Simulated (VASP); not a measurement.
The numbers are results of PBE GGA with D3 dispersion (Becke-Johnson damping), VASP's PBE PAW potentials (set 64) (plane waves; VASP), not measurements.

Input for VASP

POSCAR:
```
Sc
1.0
  1.6550000000  -2.8665440000   0.0000000000
  1.6550000000   2.8665440000   0.0000000000
  0.0000000000   0.0000000000   5.2700000000
Sc
2
direct
  0.3333330000   0.6666670000   0.2500000000
  0.6666670000   0.3333330000   0.7500000000
```

**KPOINTS**
```
Automatic mesh
0
Gamma
11 11 6
0 0 0
```

INCAR:
```
! general
SYSTEM =Sc
PREC   =Accurate
ENCUT  =520   ! plane-wave cut-off (eV)
LREAL  =.FALSE.   ! projection in real space or not
LASPH  =.TRUE.

! electronic loop
EDIFF  =1E-6   ! SCF stop (eV)
NELM   =100   ! most electronic steps
ALGO   =Normal
LMAXMIX=4

! smearing
ISMEAR =1
SIGMA  =0.1   ! width (eV)

! functional
GGA    =PE
IVDW   =12

! ions
IBRION =2   ! conjugate gradients
NSW    =60   ! most ionic steps
ISIF   =3   ! ions, shape and volume
EDIFFG =-0.01   ! ionic stop

! output
LWAVE  =.FALSE.
LCHARG =.FALSE.
```

POTCAR, in this order: Sc_sv (PBE.64 set). Program: vasp_std.

The resulting files:

File OSZICAR:
```
       N       E                     dE             d eps       ncg     rms          rms(c)
DAV:   1     0.393066370150E+03    0.39307E+03   -0.11065E+04  1920   0.156E+03
DAV:   2     0.108283437224E+02   -0.38224E+03   -0.37648E+03  2734   0.660E+02
DAV:   3    -0.134124806026E+02   -0.24241E+02   -0.23710E+02  3182   0.187E+02
DAV:   4    -0.139075202059E+02   -0.49504E+00   -0.48718E+00  2986   0.242E+01
DAV:   5    -0.139155813159E+02   -0.80611E-02   -0.80341E-02  3209   0.321E+00    0.750E+00
DAV:   6    -0.126600957349E+02    0.12555E+01   -0.29683E+00  2410   0.224E+01    0.223E+00
DAV:   7    -0.125040567620E+02    0.15604E+00   -0.70974E-01  2494   0.997E+00    0.878E-01
DAV:   8    -0.124942977176E+02    0.97590E-02   -0.32914E-02  2627   0.271E+00    0.263E-01
DAV:   9    -0.124925238339E+02    0.17739E-02   -0.10250E-02  2487   0.123E+00    0.226E-02
DAV:  10    -0.124925414283E+02   -0.17594E-04   -0.15493E-04  3243   0.194E-01    0.877E-03
DAV:  11    -0.124925361644E+02    0.52639E-05   -0.35266E-06  2253   0.263E-02    0.256E-03
DAV:  12    -0.124925384924E+02   -0.23280E-05   -0.65864E-07  1457   0.144E-02    0.119E-03
DAV:  13    -0.124925383155E+02    0.17687E-06   -0.16334E-07  1261   0.834E-03
   1 F= -.13257274E+02 E0= -.13257679E+02  d E =-.132573E+02
       N       E                     dE             d eps       ncg     rms          rms(c)
DAV:   1    -0.136409736311E+02   -0.11484E+01   -0.35540E+01  2432   0.972E+01    0.758E+00
DAV:   2    -0.125856579558E+02    0.10553E+01   -0.27267E+00  2504   0.241E+01    0.241E+00
DAV:   3    -0.124696606981E+02    0.11600E+00   -0.56731E-01  2407   0.100E+01    0.106E+00
DAV:   4    -0.124680127566E+02    0.16479E-02   -0.33341E-02  2936   0.267E+00    0.242E-01
DAV:   5    -0.124670902741E+02    0.92248E-03   -0.62976E-03  2700   0.110E+00    0.367E-02
DAV:   6    -0.124670924521E+02   -0.21780E-05   -0.15772E-04  3144   0.208E-01    0.774E-03
DAV:   7    -0.124670929235E+02   -0.47141E-06   -0.62964E-06  2798   0.361E-02
   2 F= -.13293239E+02 E0= -.13293910E+02  d E =-.359656E-01
       N       E                     dE             d eps       ncg     rms          rms(c)
DAV:   1    -0.124917589187E+02   -0.24666E-01   -0.50337E-01  2453   0.116E+01    0.884E-01
DAV:   2    -0.124766785448E+02    0.15080E-01   -0.43410E-02  2528   0.296E+00    0.267E-01
DAV:   3    -0.124753056813E+02    0.13729E-02   -0.70077E-03  2692   0.112E+00    0.111E-01
DAV:   4    -0.124752637809E+02    0.41900E-04   -0.36250E-04  2951   0.270E-01    0.234E-02
DAV:   5    -0.124752556789E+02    0.81020E-05   -0.74858E-05  2593   0.120E-01    0.457E-03
DAV:   6    -0.124752559964E+02   -0.31750E-06   -0.18754E-06  1501   0.289E-02
   3 F= -.13293915E+02 E0= -.13294570E+02  d E =-.366412E-01
       N       E                     dE             d eps       ncg     rms          rms(c)
DAV:   1    -0.124808154521E+02   -0.55598E-02   -0.59107E-01  2060   0.165E+01    0.508E-01
DAV:   2    -0.124798021942E+02    0.10133E-02   -0.42446E-02  3027   0.352E+00    0.319E-01
DAV:   3    -0.124775448538E+02    0.22573E-02   -0.73704E-03  3514   0.124E+00    0.458E-02
DAV:   4    -0.124775110410E+02    0.33813E-04   -0.37122E-04  2851   0.303E-01    0.253E-02
DAV:   5    -0.124775085336E+02    0.25074E-05   -0.15640E-05  2665   0.705E-02    0.954E-03
DAV:   6    -0.124775097263E+02   -0.11927E-05   -0.16995E-06  1182   0.222E-02    0.143E-03
DAV:   7    -0.124775096317E+02    0.94568E-07   -0.29812E-07  1030   0.127E-02
   4 F= -.13295404E+02 E0= -.13296090E+02  d E =-.148888E-02
       N       E                     dE             d eps       ncg     rms          rms(c)
DAV:   1    -0.124782805376E+02   -0.77081E-03   -0.72078E-02  2060   0.578E+00    0.177E-01
DAV:   2    -0.124781623462E+02    0.11819E-03   -0.52071E-03  3041   0.123E+00    0.112E-01
DAV:   3    -0.124778885699E+02    0.27378E-03   -0.90573E-04  3506   0.435E-01    0.160E-02
DAV:   4    -0.124778837022E+02    0.48677E-05   -0.46325E-05  2850   0.109E-01    0.881E-03
DAV:   5    -0.124778836905E+02    0.11631E-07   -0.14205E-06  1159   0.249E-02
   5 F= -.13295525E+02 E0= -.13296193E+02  d E =-.161016E-02
       N       E                     dE             d eps       ncg     rms          rms(c)
DAV:   1    -0.124779254083E+02   -0.41706E-04   -0.13405E-03  2025   0.790E-01    0.239E-02
DAV:   2    -0.124779232960E+02    0.21123E-05   -0.98234E-05  3006   0.170E-01    0.151E-02
DAV:   3    -0.124779187931E+02    0.45028E-05   -0.16744E-05  3306   0.590E-02    0.231E-03
DAV:   4    -0.124779185611E+02    0.23210E-06   -0.71875E-07  1009   0.157E-02
   6 F= -.13295526E+02 E0= -.13296190E+02  d E =-.161086E-02
```

**OUTCAR**
```
------------------------ aborting loop because EDIFF is reached ----------------------------------------
 Edisp (eV)   -0.81761
  FORCE on cell =-STRESS in cart. coord.  units (eV):
  Direction    XX          YY          ZZ          XY          YZ          ZX
  --------------------------------------------------------------------------------------
  Total       0.01252     0.01252     0.01889     0.00000     0.00000     0.00000
  in kB       0.42820     0.42820     0.64573     0.00000     0.00000     0.00000
  external pressure =        0.50 kB  Pullay stress =        0.00 kB
  volume of cell :       46.86
      direct lattice vectors                 reciprocal lattice vectors
     1.632897321 -2.828261041  0.000000000     0.306204189 -0.176787076  0.000000000
     1.632897321  2.828261041 -0.000000000     0.306204189  0.176787076 -0.000000000
     0.000000000  0.000000000  5.073094807     0.000000000  0.000000000  0.197118335
 POSITION                                       TOTAL-FORCE (eV/Angst)
 -----------------------------------------------------------------------------------
      1.63290      0.94276      1.26827        -0.000000      0.000000      0.000000
      1.63290     -0.94276      3.80482         0.000000     -0.000000      0.000000
 -----------------------------------------------------------------------------------
    total drift:                                0.000000      0.000679     -0.000015
  FREE ENERGIE OF THE ION-ELECTRON SYSTEM (eV)
  ---------------------------------------------------
  free  energy   TOTEN  =       -13.2955255817 eV

  energy  without entropy=      -13.2975174607  energy(sigma->0) =      -13.29618954

 reached required accuracy - stopping structural energy minimisation
```
(Selected blocks of OUTCAR.)

CONTCAR:
```
Sc
   1.00000000000000
     1.6328973210120770   -2.8282610405250912    0.0000000000000000
     1.6328973210120770    2.8282610405250912   -0.0000000000000000
     0.0000000000000000    0.0000000000000000    5.0730948073444369
  Sc
     2
Direct
     0.3333330000000032    0.6666669999999968    0.2500000000000000
     0.6666669999999968    0.3333330000000032    0.7500000000000000
```

Energy and stress use the plane-wave basis of the starting cell.

The compound is Sc in the hcp structure. This run relaxes it. Symmetry was kept, so distortions that lower it aren't found.
